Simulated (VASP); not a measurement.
Input:

```
ZnS
1.0
    1.90327    -3.29656     0.00000
    1.90327     3.29656     0.00000
    0.00000     0.00000     6.29915
Zn S
2 2
Direct
  0.66667   0.33333   0.50116
  0.33333   0.66667   0.00116
  0.66667   0.33333   0.87384
  0.33333   0.66667   0.37384
```

All values below come from PBE GGA, VASP's PBE PAW potentials (set 64) (plane waves; VASP). Run with 480 eV cut-off, 6×6×4 Γ-centred mesh, Gaussian smearing of 0.050 eV, potentials Zn S.

Question: Predict the energy per atom (σ→0), pressure, band gap (on the k-mesh) with the smallest direct gap where there is one.

Answer: 
The band gap (on the k-mesh) comes out as 2.15 eV. The smallest direct gap (on the k-mesh) is 2.15 eV and the energy per atom (σ→0) comes out as -3.420 eV/atom. The pressure comes out as 1.66 GPa.

The absolute energy has meaning only against runs of the same code, potentials and settings.

The compound is ZnS in the wurtzite structure, the high-temperature form. This cell was strained or had an atom moved on purpose. Symmetry was kept, so distortions that lower it aren't found.
